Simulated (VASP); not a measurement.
A VASP calculation is set up with these files.

POSCAR:
```
Be2C
1
    0.0000000000     2.1822017298     2.1822017298
    2.1822017298     0.0000000000     2.1822017298
    2.1822017298     2.1822017298    -0.0000000000
Be C
2 1
Direct
  0.2500000000   0.2500000000   0.2500000000
  0.7500000000   0.7500000000   0.7500000000
  1.0000000000   1.0000000000   0.0000000000
```

**KPOINTS**
```
Regular mesh
0
gamma
  8 8 8
```

INCAR:
```
SYSTEM=Be2C
PREC=Accurate; ENCUT=520; LREAL=.False.
LASPH=.True.
EDIFF=1E-6; NELM=100; ALGO=Normal
ISMEAR=0; SIGMA=0.05
GGA=RP
IBRION=2; NSW=60; ISIF=3
EDIFFG=-0.02
LWAVE=.False.; LCHARG=.False.
```

POTCAR, in this order: Be C (PBE.64 set). Program: vasp_std.

Task: Translate this RPBE calculation to Quantum ESPRESSO's pw.x.

Result: One equivalent input (not run):
```
&CONTROL
  calculation = 'vc-relax'
  pseudo_dir = './pseudo'
  outdir = './out'
  tprnfor = .true.
  tstress = .true.
  nstep = 60
  forc_conv_thr = 0.00078
/
&SYSTEM
  ibrav = 0
  nat = 3
  ntyp = 2
  ecutwfc = 88
  occupations = 'smearing'
  smearing = 'gaussian'
  degauss = 0.003675
  input_dft = 'rpbe'
/
&ELECTRONS
  conv_thr = 7.3e-08
  electron_maxstep = 100
/
&IONS
/
&CELL
/
ATOMIC_SPECIES
  Be 9.012 Be.upf
  C 12.011 C.upf
CELL_PARAMETERS angstrom
     0.0000000    2.1822017    2.1822017
     2.1822017    0.0000000    2.1822017
     2.1822017    2.1822017   -0.0000000
ATOMIC_POSITIONS crystal
  Be   0.2500000  0.2500000  0.2500000
  Be   0.7500000  0.7500000  0.7500000
  C    1.0000000  1.0000000  0.0000000
K_POINTS automatic
  8 8 8 0 0 0
```
Limits of the translation: the potentials are each code's own (VASP's PAW set, PseudoDojo norm-conserving files in pw.x), so ENCUT and ecutwfc are chosen apart and not converted; conv_thr bounds pw.x's estimated SCF error, while EDIFF bounds the energy change between steps; forc_conv_thr acts on force components and is met together with etot_conv_thr.

The compound is Be2C in the antifluorite structure. This run relaxes it. Symmetry was kept, so distortions that lower it aren't found. The start is the result of an earlier pass.
